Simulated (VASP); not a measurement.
Calculation: LDA (Ceperley-Alder, Perdew-Zunger), VASP's LDA PAW potentials (set 64) (plane waves; VASP 6.6.1).

Input for VASP

KPOINTS:
```
Automatic mesh
0
Gamma
15 15 8
0 0 0
```

### INCAR
```
SYSTEM = Zr
PREC = Accurate
ENCUT = 400
EDIFF = 1E-7
NELM = 100
ALGO = Normal
LREAL = .FALSE.
LASPH = .TRUE.
ISMEAR = -5
LMAXMIX = 4
LWAVE = .FALSE.
LCHARG = .TRUE.
LORBIT = 11
NEDOS = 601
ISIF = 2
```

POSCAR:
```
Zr
5.0934520
  0.3085008835  -0.5343391947   0.0000000000
  0.3085008835   0.5343391947   0.0000000000
  0.0000000000   0.0000000000   0.9999999926
Zr
2
Cart
  0.3085008835   0.1781134211   0.2499999982
  0.3085008835  -0.1781134211   0.7499999945
```

POTCAR, in this order: Zr_sv (LDA.64 set). Program: vasp_std.

Question: What will the output report for the number of irreducible k-points (NKPTS), number of bands (NBANDS), largest plane-wave count, number of space-group operations, FFT grid (NGX, NGY, NGZ)?

Answer: 
```json
{
 "number of irreducible k-points (NKPTS)": "135",
 "number of bands (NBANDS)": "16",
 "largest_plane_wave_count": "808",
 "number_of_space_group_operations": "24",
 "FFT grid (NGX, NGY, NGZ)": "20 × 20 × 36"
}
```

The compound is Zr in the hcp structure. It was relaxed first, which changed the volume by -6 %.
